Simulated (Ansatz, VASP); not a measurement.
# ZnPt2: VASP beside Ansatz

```
Zn Pt
1.0
     0.00000    2.92869    2.92869
     2.92869    0.00000    2.92869
     2.92869    2.92869    0.00000
Zn Pt
1 2
Direct
  0.00000 0.00000 0.00000
  0.25000 0.25000 0.25000
  0.75000 0.75000 0.75000
```

Alike in both runs: functional PBE; k mesh 6 × 6 × 6; occupations gaussian, width 0.1 eV; no spin polarisation.

Ansatz relaxed the structure, and its values are those at the end. VASP's run is a single point on that final structure, the one shown.

```csv
,VASP,Ansatz
version,VASP 6.6.1,Ansatz 0.2.0
potentials or method,"VASP PAW PBE potentials, release 64 (Zn, Pt)","scalar-relativistic, plane waves, PAW"
plane-wave cutoff (eV),520,420
valence electrons in the cell,32,48
```

Ansatz gave:

- gap on the k mesh at the Fermi level (eV): none
- pressure (GPa): 0.4

**Question.** Estimate VASP's values.

**Answer.** gap on the k mesh at the Fermi level (eV): none; pressure (GPa): 0.7.

A gap of «none» marks a metal or a gap that the smearing closes. The two sets of potentials don't hold the same shells in valence.

Spin-orbit coupling is left out, which matters for the levels of Pt.
